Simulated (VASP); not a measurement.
Here is the system:

```yaml
crystal:
  lattice:
    - [-1.46138, 1.46138, 1.46138]
    - [1.46138, -1.46138, 1.46138]
    - [1.46138, 1.46138, -1.46138]
  atoms:
    - { symbol: V, position: [0.00000, 0.00000, 0.00000] }
```

These are r2SCAN meta-GGA, VASP's PBE PAW potentials (set 64) (plane waves; VASP) values and carry that method's errors. Settings: 520 eV cut-off, 17×17×17 Γ-centred mesh, first-order Methfessel-Paxton smearing of 0.10 eV, potentials V_sv.

Give the stress tensor in GPa (positive for a compressed cell).

```
14.29   0.00   0.00
 0.00  14.29   0.00
 0.00   0.00  14.29
```
The pressure is its mean diagonal, 14.29 GPa.

The compound is V in the bcc structure. This cell is one point of a volume scan, at 0.94 of the reference volume. The run is not spin-polarised, so no magnetic state was tried.
